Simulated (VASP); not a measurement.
**ZnSe (Stilleite): exact exchange and RPA correlation**

Aim: total energies of ZnSe (Stilleite) from exact exchange and RPA correlation, beside cheaper functionals. The scan starts from a database cell, scaled to the smallest volume of the series. The cell is of the zinc-blende type, one of the forms listed for this formula. The start is a cell from a database of measured crystal structures.

Program: VASP 6.6.1. Level of theory: LDA; plane waves and PAW (Se_GW, Zn_GW), in the first sound run; inputs show where later runs differ. Results are calculated unless marked as measured.

Most raw output is cut from this account.

### Step 1. Set-up

Symmetry: F-43m, No. 216, cubic system. The conventional cell has a = 5.512 Å, b = 5.512 Å, c = 5.512 Å, α = 90.00°, β = 90.00°, γ = 90.00°. Nearest to Se lie 4 Zn at 2.39 Å. Nearest to Zn lie 4 Se at 2.39 Å. Farther neighbours and most contacts between anions are not listed.

### Step 2. Orbitals, volume ratio 0.92

RPA gives no stress here, so the energy is scanned over volumes, at one cutoff and mesh. Volumes are given as ratios to a reference cell, and this first cell is that cell scaled to 0.92. Each point starts from LDA orbitals, tightly converged.

INCAR

```
SYSTEM = ZnSe
PREC = Accurate
ENCUT = 370
EDIFF = 1E-08
NELM = 100
ISMEAR = 0
SIGMA = 0.05
LREAL = .FALSE.
ALGO = Normal
GGA = CA
NBANDS = 15
LORBIT = 11
LWAVE = .TRUE.
LCHARG = .FALSE.
KPAR = 4
```

POSCAR

```
ZnSe
1.0
    0.0000000000      2.7561222157      2.7561222157
    2.7561222157      0.0000000000      2.7561222157
    2.7561222157      2.7561222157      0.0000000000
Se Zn
1 1
Direct
    0.7500000000      0.7500000000      0.7500000000
    0.0000000000      0.0000000000      0.0000000000
```

KPOINTS

```
Automatic mesh
0
Gamma
5 5 5
0 0 0
```

The projector-augmented-wave data sets are Se_GW and Zn_GW (LDA family, release 64).

Launch:

```console
$ mpirun -np 4 vasp_std
```

Run time: 2 s. Hardware: 4 MPI ranks of Intel Xeon Platinum 8488C (Sapphire Rapids), shared host; peak memory 0.47 GiB; 4.8 s of CPU time.

The gap is read on the k-mesh alone, so it is an upper bound where the band edges lie off the mesh.

A gap read on the k-mesh alone can miss the band edges.

Numbers from this step:

```
free energy (TOTEN)            : -7.346 eV
Fermi energy                   : 3.638 eV
pressure                       : 2.701 GPa
gap on the k-mesh              : 1.397 eV
least direct gap on the k-mesh : 1.397 eV
```

### Step 3. Exact exchange, volume ratio 0.92

This step: Hartree-Fock energy on LDA orbitals; plane waves and PAW (Se_GW, Zn_GW) (VASP 6.6.1).

The Hartree-Fock energy is evaluated once on these orbitals (ALGO = Eigenval, NELM = 1), without letting them relax. It uses the mesh of the correlation step, and the total energy is their sum.

INCAR

```
SYSTEM = ZnSe
PREC = Accurate
ENCUT = 370
ISMEAR = 0
SIGMA = 0.05
LREAL = .FALSE.
GGA = CA
NBANDS = 15
ALGO = Eigenval
NELM = 1
LHFCALC = .TRUE.
AEXX = 1
ALDAC = 0
AGGAC = 0
PRECFOCK = Normal
LWAVE = .FALSE.
LCHARG = .FALSE.
```

POSCAR is that of step 2.

KPOINTS is that of step 2.

The run starts from files that an earlier step left in the folder.

Launch:

```console
$ mpirun -np 4 vasp_std
```

The job ended after 29 s (4 MPI ranks; peak memory 0.43 GiB; 1.8 min of CPU time).

The k-mesh is coarse for unscreened exact exchange, which converges slowly with it.

This step gave:

```
free energy (TOTEN) : -10.61 eV
```

The Hartree-Fock energy on these orbitals is -5.3035 eV an atom.

### Step 4. Empty bands, volume ratio 0.92

This step: LDA; plane waves and PAW (Se_GW, Zn_GW) (VASP 6.6.1).

The next step needs empty bands that the ground-state run didn't converge, so the Hamiltonian is diagonalised exactly for NBANDS bands, in a single step. LOPTICS writes the k-derivatives of the orbitals (WAVEDER), which give the long-wavelength limit of the screening.

INCAR

```
SYSTEM = ZnSe
PREC = Accurate
ENCUT = 370
ISMEAR = 0
SIGMA = 0.05
LREAL = .FALSE.
GGA = CA
NBANDS = 684
ALGO = Exact
NELM = 1
LWAVE = .TRUE.
LCHARG = .FALSE.
LOPTICS = .TRUE.
NEDOS = 1000
CSHIFT = 0.1
```

POSCAR is that of step 3.

KPOINTS is that of step 3.

Launch:

```console
$ mpirun -np 4 vasp_std
```

Wall time 6 s (4 MPI ranks); peak memory 0.62 GiB.

WAVECAR now holds 684 bands for 18 electrons. Its independent-particle dielectric tensor has xx, yy, zz = 11.2, 11.2, 11.2 on this mesh, which isn't tested for convergence in mesh or bands and lacks local fields.

### Step 5. RPA correlation, volume ratio 0.92

This step: RPA correlation on LDA orbitals; plane waves and PAW (Se_GW, Zn_GW) (VASP 6.6.1).

The RPA correlation energy follows from the response function on imaginary frequencies; VASP computes it for a row of response cutoffs and extrapolates.

INCAR

```
SYSTEM = ZnSe
PREC = Accurate
ENCUT = 370
ISMEAR = 0
SIGMA = 0.05
LREAL = .FALSE.
GGA = CA
NBANDS = 684
ALGO = ACFDT
ENCUTGW = 160
NOMEGA = 12
PRECFOCK = Fast
LWAVE = .FALSE.
LCHARG = .FALSE.
```

POSCAR is that of step 4.

KPOINTS is that of step 4.

Launch:

```console
$ mpirun -np 4 vasp_std
```

Wall time 5.5 min (4 MPI ranks); peak memory 1.6 GiB.

This step gave:

```
RPA correlation energy : -19.86 eV
```

Extrapolated by the program to an infinite response cutoff, the correlation energy is -9.9317 eV an atom. With exact exchange the total is -15.2352 eV an atom.

### Step 6. Comparison: r2SCAN, volume ratio 0.92

This step: r2SCAN; plane waves and PAW (Se_GW, Zn_GW) (VASP 6.6.1).

For comparison the same cell is computed with r2SCAN.

INCAR

```
SYSTEM = ZnSe
PREC = Accurate
ENCUT = 370
EDIFF = 1E-06
NELM = 100
ISMEAR = 0
SIGMA = 0.05
LREAL = .FALSE.
ALGO = Normal
METAGGA = R2SCAN
LASPH = .TRUE.
NBANDS = 15
LWAVE = .FALSE.
LCHARG = .FALSE.
KPAR = 4
```

POSCAR is that of step 5.

KPOINTS is that of step 5.

Launch:

```console
$ mpirun -np 4 vasp_std
```

The job ended after 8.4 s (4 MPI ranks; peak memory 0.51 GiB).

The PAW data sets were made with LDA, a small mismatch for this functional.

Numbers from this step:

```yaml
free_energy_toten: -291.2945 eV
fermi_energy: 3.611 eV
pressure: 6.412 GPa
gap_on_the_k_mesh: 2.211 eV
least_direct_gap_on_the_k_mesh: 2.211 eV
```

Its energy is -145.6473 eV an atom, on a zero of its own.

### Step 7. Orbitals for comparison: HSE06, volume ratio 0.92

This step: LDA; plane waves and PAW (Se_GW, Zn_GW) (VASP 6.6.1).

A hybrid converges faster from good orbitals, so a cheap LDA run writes WAVECAR first.

INCAR

```
SYSTEM = ZnSe
PREC = Accurate
ENCUT = 370
EDIFF = 1E-05
NELM = 100
ISMEAR = 0
SIGMA = 0.05
LREAL = .FALSE.
ALGO = Normal
GGA = CA
NBANDS = 15
LORBIT = 11
LWAVE = .TRUE.
LCHARG = .FALSE.
KPAR = 4
```

POSCAR is that of step 6.

KPOINTS is that of step 6.

Launch:

```console
$ mpirun -np 4 vasp_std
```

The job ended after 2 s (4 MPI ranks; peak memory 0.46 GiB; 4.4 s of CPU time).

Numbers from this step:

* free energy (TOTEN): -7.346 eV
* Fermi energy: 3.638 eV
* pressure: 2.804 GPa
* gap on the k-mesh: 1.396 eV
* least direct gap on the k-mesh: 1.396 eV

The run ends at a pressure of 2.80 GPa.

### Step 8. Comparison: HSE06, volume ratio 0.92

This step: HSE06; plane waves and PAW (Se_GW, Zn_GW) (VASP 6.6.1).

For comparison the same cell is computed with HSE06.

INCAR

```
SYSTEM = ZnSe
PREC = Accurate
ENCUT = 370
EDIFF = 1E-06
NELM = 100
ISMEAR = 0
SIGMA = 0.05
LREAL = .FALSE.
ALGO = Normal
LHFCALC = .TRUE.
AEXX = 0.25
GGA = PE
HFSCREEN = 0.2
LASPH = .TRUE.
NBANDS = 15
PRECFOCK = Fast
LWAVE = .FALSE.
LCHARG = .FALSE.
KPAR = 4
```

POSCAR is that of step 7.

KPOINTS is that of step 7.

The run starts from files that an earlier step left in the folder.

Launch:

```console
$ mpirun -np 4 vasp_std
```

It took 44 s on 4 MPI ranks; peak memory 0.88 GiB; 2.9 min of CPU time.

The k-mesh is coarse for exact exchange; levels may shift by about 0.1 eV on a finer one.

This step gave:

```yaml
free_energy_toten: -7.308 eV
fermi_energy: 3.298 eV
gap_on_the_k_mesh: 2.783 eV
least_direct_gap_on_the_k_mesh: 2.783 eV
```

Its energy is -3.6540 eV an atom, on a zero of its own.

### Step 9. Orbitals, volume ratio 0.96

This step: LDA; plane waves and PAW (Se_GW, Zn_GW) (VASP 6.6.1).

The same chain follows at a volume ratio of 0.96.

INCAR

```
SYSTEM = ZnSe
PREC = Accurate
ENCUT = 370
EDIFF = 1E-08
NELM = 100
ISMEAR = 0
SIGMA = 0.05
LREAL = .FALSE.
ALGO = Normal
GGA = CA
NBANDS = 15
LORBIT = 11
LWAVE = .TRUE.
LCHARG = .FALSE.
KPAR = 4
```

POSCAR

```
ZnSe
1.0
    0.0000000000      2.7955007105      2.7955007105
    2.7955007105      0.0000000000      2.7955007105
    2.7955007105      2.7955007105      0.0000000000
Se Zn
1 1
Direct
    0.7500000000      0.7500000000      0.7500000000
    0.0000000000      0.0000000000      0.0000000000
```

KPOINTS is that of step 8.

Launch:

```console
$ mpirun -np 4 vasp_std
```

Run time: 2.4 s. Hardware: 4 MPI ranks; peak memory 0.5 GiB; 6.5 s of CPU time.

The run ends at a pressure of -0.55 GPa.

### Step 10. Exact exchange, volume ratio 0.96

This step: Hartree-Fock energy on LDA orbitals; plane waves and PAW (Se_GW, Zn_GW) (VASP 6.6.1).

Exact exchange at this point.

INCAR

```
SYSTEM = ZnSe
PREC = Accurate
ENCUT = 370
ISMEAR = 0
SIGMA = 0.05
LREAL = .FALSE.
GGA = CA
NBANDS = 15
ALGO = Eigenval
NELM = 1
LHFCALC = .TRUE.
AEXX = 1
ALDAC = 0
AGGAC = 0
PRECFOCK = Normal
LWAVE = .FALSE.
LCHARG = .FALSE.
```

POSCAR is that of step 9.

KPOINTS is that of step 9.

The WAVECAR or CHGCAR of an earlier step is read.

Launch:

```console
$ mpirun -np 4 vasp_std
```

The job ended after 25 s (4 MPI ranks; peak memory 0.43 GiB; 94 s of CPU time).

The Hartree-Fock energy on these orbitals is -5.3670 eV an atom.

### Step 11. Empty bands, volume ratio 0.96

This step: LDA; plane waves and PAW (Se_GW, Zn_GW) (VASP 6.6.1).

The empty bands are made again, for the run that follows.

INCAR

```
SYSTEM = ZnSe
PREC = Accurate
ENCUT = 370
ISMEAR = 0
SIGMA = 0.05
LREAL = .FALSE.
GGA = CA
NBANDS = 724
ALGO = Exact
NELM = 1
LWAVE = .TRUE.
LCHARG = .FALSE.
LOPTICS = .TRUE.
NEDOS = 1000
CSHIFT = 0.1
```

POSCAR is that of step 10.

KPOINTS is that of step 10.

Launch:

```console
$ mpirun -np 4 vasp_std
```

Run time: 7.2 s. Hardware: 4 MPI ranks; peak memory 0.66 GiB.

WAVECAR now holds 724 bands for 18 electrons.

### Step 12. RPA correlation, volume ratio 0.96

This step: RPA correlation on LDA orbitals; plane waves and PAW (Se_GW, Zn_GW) (VASP 6.6.1).

RPA correlation at this point.

INCAR

```
SYSTEM = ZnSe
PREC = Accurate
ENCUT = 370
ISMEAR = 0
SIGMA = 0.05
LREAL = .FALSE.
GGA = CA
NBANDS = 724
ALGO = ACFDT
ENCUTGW = 160
NOMEGA = 12
PRECFOCK = Fast
LWAVE = .FALSE.
LCHARG = .FALSE.
```

POSCAR is that of step 11.

KPOINTS is that of step 11.

Launch:

```console
$ mpirun -np 4 vasp_std
```

Wall time 5.4 min (4 MPI ranks); peak memory 1.7 GiB; 22 min of CPU time.

Extrapolated by the program to an infinite response cutoff, the correlation energy is -9.8908 eV an atom, +41 meV against the point before. With exact exchange the total is -15.2578 eV an atom.

### Step 13. Comparison: r2SCAN, volume ratio 0.96

This step: r2SCAN; plane waves and PAW (Se_GW, Zn_GW) (VASP 6.6.1).

The comparison at this point.

INCAR

```
SYSTEM = ZnSe
PREC = Accurate
ENCUT = 370
EDIFF = 1E-06
NELM = 100
ISMEAR = 0
SIGMA = 0.05
LREAL = .FALSE.
ALGO = Normal
METAGGA = R2SCAN
LASPH = .TRUE.
NBANDS = 15
LWAVE = .FALSE.
LCHARG = .FALSE.
KPAR = 4
```

POSCAR is that of step 12.

KPOINTS is that of step 12.

Launch:

```console
$ mpirun -np 4 vasp_std
```

The job ended after 12 s (4 MPI ranks; peak memory 0.58 GiB).

Its energy is -145.6741 eV an atom, on a zero of its own.

### Step 14. Orbitals for comparison: HSE06, volume ratio 0.96

This step: LDA; plane waves and PAW (Se_GW, Zn_GW) (VASP 6.6.1).

Starting orbitals, as before.

INCAR

```
SYSTEM = ZnSe
PREC = Accurate
ENCUT = 370
EDIFF = 1E-05
NELM = 100
ISMEAR = 0
SIGMA = 0.05
LREAL = .FALSE.
ALGO = Normal
GGA = CA
NBANDS = 15
LORBIT = 11
LWAVE = .TRUE.
LCHARG = .FALSE.
KPAR = 4
```

POSCAR is that of step 13.

KPOINTS is that of step 13.

Launch:

```console
$ mpirun -np 4 vasp_std
```

The job ended after 2.2 s (4 MPI ranks; peak memory 0.48 GiB; 5.9 s of CPU time).

The run ends at a pressure of -0.85 GPa.

### Step 15. Comparison: HSE06, volume ratio 0.96

This step: HSE06; plane waves and PAW (Se_GW, Zn_GW) (VASP 6.6.1).

INCAR

```
SYSTEM = ZnSe
PREC = Accurate
ENCUT = 370
EDIFF = 1E-06
NELM = 100
ISMEAR = 0
SIGMA = 0.05
LREAL = .FALSE.
ALGO = Normal
LHFCALC = .TRUE.
AEXX = 0.25
GGA = PE
HFSCREEN = 0.2
LASPH = .TRUE.
NBANDS = 15
PRECFOCK = Fast
LWAVE = .FALSE.
LCHARG = .FALSE.
KPAR = 4
```

POSCAR is that of step 14.

KPOINTS is that of step 14.

The run starts from files that an earlier step left in the folder.

Launch:

```console
$ mpirun -np 4 vasp_std
```

Run time: 47 s. Hardware: 4 MPI ranks; peak memory 0.94 GiB.

Its energy is -3.6872 eV an atom, on a zero of its own.

### Step 16. Orbitals, volume ratio 0.99

This step: LDA; plane waves and PAW (Se_GW, Zn_GW) (VASP 6.6.1).

The same chain follows at a volume ratio of 0.99.

INCAR

```
SYSTEM = ZnSe
PREC = Accurate
ENCUT = 370
EDIFF = 1E-08
NELM = 100
ISMEAR = 0
SIGMA = 0.05
LREAL = .FALSE.
ALGO = Normal
GGA = CA
NBANDS = 15
LORBIT = 11
LWAVE = .TRUE.
LCHARG = .FALSE.
KPAR = 4
```

POSCAR

```
ZnSe
1.0
    0.0000000000      2.8243223372      2.8243223372
    2.8243223372      0.0000000000      2.8243223372
    2.8243223372      2.8243223372      0.0000000000
Se Zn
1 1
Direct
    0.7500000000      0.7500000000      0.7500000000
    0.0000000000      0.0000000000      0.0000000000
```

KPOINTS is that of step 15.

Launch:

```console
$ mpirun -np 4 vasp_std
```

The job ended after 2.6 s (4 MPI ranks; peak memory 0.51 GiB; 7.5 s of CPU time).

The run ends at a pressure of -2.53 GPa.

### Step 17. Exact exchange, volume ratio 0.99

This step: Hartree-Fock energy on LDA orbitals; plane waves and PAW (Se_GW, Zn_GW) (VASP 6.6.1).

INCAR

```
SYSTEM = ZnSe
PREC = Accurate
ENCUT = 370
ISMEAR = 0
SIGMA = 0.05
LREAL = .FALSE.
GGA = CA
NBANDS = 15
ALGO = Eigenval
NELM = 1
LHFCALC = .TRUE.
AEXX = 1
ALDAC = 0
AGGAC = 0
PRECFOCK = Normal
LWAVE = .FALSE.
LCHARG = .FALSE.
```

POSCAR is that of step 16.

KPOINTS is that of step 16.

The run starts from files that an earlier step left in the folder.

Launch:

```console
$ mpirun -np 4 vasp_std
```

Elapsed: 26 s, on 4 MPI ranks; peak memory 0.43 GiB; 1.7 min of CPU time.

The Hartree-Fock energy on these orbitals is -5.3990 eV an atom.

### Step 18. Empty bands, volume ratio 0.99

This step: LDA; plane waves and PAW (Se_GW, Zn_GW) (VASP 6.6.1).

INCAR

```
SYSTEM = ZnSe
PREC = Accurate
ENCUT = 370
ISMEAR = 0
SIGMA = 0.05
LREAL = .FALSE.
GGA = CA
NBANDS = 736
ALGO = Exact
NELM = 1
LWAVE = .TRUE.
LCHARG = .FALSE.
LOPTICS = .TRUE.
NEDOS = 1000
CSHIFT = 0.1
```

POSCAR is that of step 17.

KPOINTS is that of step 17.

Launch:

```console
$ mpirun -np 4 vasp_std
```

The job ended after 8 s (4 MPI ranks; peak memory 0.67 GiB).

WAVECAR now holds 736 bands for 18 electrons.

### Step 19. RPA correlation, volume ratio 0.99

This step: RPA correlation on LDA orbitals; plane waves and PAW (Se_GW, Zn_GW) (VASP 6.6.1).

INCAR

```
SYSTEM = ZnSe
PREC = Accurate
ENCUT = 370
ISMEAR = 0
SIGMA = 0.05
LREAL = .FALSE.
GGA = CA
NBANDS = 736
ALGO = ACFDT
ENCUTGW = 160
NOMEGA = 12
PRECFOCK = Fast
LWAVE = .FALSE.
LCHARG = .FALSE.
```

POSCAR is that of step 18.

KPOINTS is that of step 18.

Launch:

```console
$ mpirun -np 4 vasp_std
```

Elapsed: 5.4 min, on 4 MPI ranks; peak memory 1.8 GiB; 22 min of CPU time.

Extrapolated by the program to an infinite response cutoff, the correlation energy is -9.8624 eV an atom, +28 meV against the point before. With exact exchange the total is -15.2614 eV an atom.

### Step 20. Comparison: r2SCAN, volume ratio 0.99

This step: r2SCAN; plane waves and PAW (Se_GW, Zn_GW) (VASP 6.6.1).

INCAR

```
SYSTEM = ZnSe
PREC = Accurate
ENCUT = 370
EDIFF = 1E-06
NELM = 100
ISMEAR = 0
SIGMA = 0.05
LREAL = .FALSE.
ALGO = Normal
METAGGA = R2SCAN
LASPH = .TRUE.
NBANDS = 15
LWAVE = .FALSE.
LCHARG = .FALSE.
KPAR = 4
```

POSCAR is that of step 19.

KPOINTS is that of step 19.

Launch:

```console
$ mpirun -np 4 vasp_std
```

Wall time 11 s (4 MPI ranks); peak memory 0.58 GiB; 39 s of CPU time.

Its energy is -145.6812 eV an atom, on a zero of its own.

### Step 21. Orbitals for comparison: HSE06, volume ratio 0.99

This step: LDA; plane waves and PAW (Se_GW, Zn_GW) (VASP 6.6.1).

INCAR

```
SYSTEM = ZnSe
PREC = Accurate
ENCUT = 370
EDIFF = 1E-05
NELM = 100
ISMEAR = 0
SIGMA = 0.05
LREAL = .FALSE.
ALGO = Normal
GGA = CA
NBANDS = 15
LORBIT = 11
LWAVE = .TRUE.
LCHARG = .FALSE.
KPAR = 4
```

POSCAR is that of step 20.

KPOINTS is that of step 20.

Launch:

```console
$ mpirun -np 4 vasp_std
```

Run time: 2 s. Hardware: 4 MPI ranks; peak memory 0.5 GiB; 5.2 s of CPU time.

The run ends at a pressure of -2.46 GPa.

### Step 22. Comparison: HSE06, volume ratio 0.99

This step: HSE06; plane waves and PAW (Se_GW, Zn_GW) (VASP 6.6.1).

INCAR

```
SYSTEM = ZnSe
PREC = Accurate
ENCUT = 370
EDIFF = 1E-06
NELM = 100
ISMEAR = 0
SIGMA = 0.05
LREAL = .FALSE.
ALGO = Normal
LHFCALC = .TRUE.
AEXX = 0.25
GGA = PE
HFSCREEN = 0.2
LASPH = .TRUE.
NBANDS = 15
PRECFOCK = Fast
LWAVE = .FALSE.
LCHARG = .FALSE.
KPAR = 4
```

POSCAR is that of step 21.

KPOINTS is that of step 21.

The WAVECAR or CHGCAR of an earlier step is read.

Launch:

```console
$ mpirun -np 4 vasp_std
```

Elapsed: 50 s, on 4 MPI ranks; peak memory 0.96 GiB.

Its energy is -3.7002 eV an atom, on a zero of its own.

### Step 23. Orbitals, volume ratio 1.02

This step: LDA; plane waves and PAW (Se_GW, Zn_GW) (VASP 6.6.1).

The same chain follows at a volume ratio of 1.02.

INCAR

```
SYSTEM = ZnSe
PREC = Accurate
ENCUT = 370
EDIFF = 1E-08
NELM = 100
ISMEAR = 0
SIGMA = 0.05
LREAL = .FALSE.
ALGO = Normal
GGA = CA
NBANDS = 15
LORBIT = 11
LWAVE = .TRUE.
LCHARG = .FALSE.
KPAR = 4
```

POSCAR

```
ZnSe
1.0
    0.0000000000      2.8525674344      2.8525674344
    2.8525674344      0.0000000000      2.8525674344
    2.8525674344      2.8525674344      0.0000000000
Se Zn
1 1
Direct
    0.7500000000      0.7500000000      0.7500000000
    0.0000000000      0.0000000000      0.0000000000
```

KPOINTS is that of step 22.

Launch:

```console
$ mpirun -np 4 vasp_std
```

It took 2.4 s on 4 MPI ranks; peak memory 0.51 GiB.

The run ends at a pressure of -4.19 GPa.

### Step 24. Exact exchange, volume ratio 1.02

This step: Hartree-Fock energy on LDA orbitals; plane waves and PAW (Se_GW, Zn_GW) (VASP 6.6.1).

INCAR

```
SYSTEM = ZnSe
PREC = Accurate
ENCUT = 370
ISMEAR = 0
SIGMA = 0.05
LREAL = .FALSE.
GGA = CA
NBANDS = 15
ALGO = Eigenval
NELM = 1
LHFCALC = .TRUE.
AEXX = 1
ALDAC = 0
AGGAC = 0
PRECFOCK = Normal
LWAVE = .FALSE.
LCHARG = .FALSE.
```

POSCAR is that of step 23.

KPOINTS is that of step 23.

The run starts from files that an earlier step left in the folder.

Launch:

```console
$ mpirun -np 4 vasp_std
```

The job ended after 22 s (4 MPI ranks; peak memory 0.44 GiB; 85 s of CPU time).

The Hartree-Fock energy on these orbitals is -5.4196 eV an atom.

### Step 25. Empty bands, volume ratio 1.02

This step: LDA; plane waves and PAW (Se_GW, Zn_GW) (VASP 6.6.1).

INCAR

```
SYSTEM = ZnSe
PREC = Accurate
ENCUT = 370
ISMEAR = 0
SIGMA = 0.05
LREAL = .FALSE.
GGA = CA
NBANDS = 760
ALGO = Exact
NELM = 1
LWAVE = .TRUE.
LCHARG = .FALSE.
LOPTICS = .TRUE.
NEDOS = 1000
CSHIFT = 0.1
```

POSCAR is that of step 24.

KPOINTS is that of step 24.

Launch:

```console
$ mpirun -np 4 vasp_std
```

It took 6.6 s on 4 MPI ranks; peak memory 0.7 GiB.

WAVECAR now holds 760 bands for 18 electrons.

### Step 26. RPA correlation, volume ratio 1.02

This step: RPA correlation on LDA orbitals; plane waves and PAW (Se_GW, Zn_GW) (VASP 6.6.1).

INCAR

```
SYSTEM = ZnSe
PREC = Accurate
ENCUT = 370
ISMEAR = 0
SIGMA = 0.05
LREAL = .FALSE.
GGA = CA
NBANDS = 760
ALGO = ACFDT
ENCUTGW = 160
NOMEGA = 12
PRECFOCK = Fast
LWAVE = .FALSE.
LCHARG = .FALSE.
```

POSCAR is that of step 25.

KPOINTS is that of step 25.

Launch:

```console
$ mpirun -np 4 vasp_std
```

Run time: 5.8 min. Hardware: 4 MPI ranks; peak memory 1.9 GiB.

Extrapolated by the program to an infinite response cutoff, the correlation energy is -9.8377 eV an atom, +25 meV against the point before. With exact exchange the total is -15.2573 eV an atom.

(Part 1 of 2 ends here.)

[Lines on the potential files, build, host, timing and source positions are cut from VASP's logs without a mark.]

[Logs are printed without paths, hosts, clocks, repeated set-up lines and the standing remarks that a program may print on its own settings, such as how far it seeks lower states.]

[Hosts, paths, dates, database ids (printed as entryN), source tags and the programs' standing remarks are cut or masked in the printed files.]

[Pressures printed for these runs are not shown converged in the cutoff: they can be off by several GPa and have the wrong sign.]
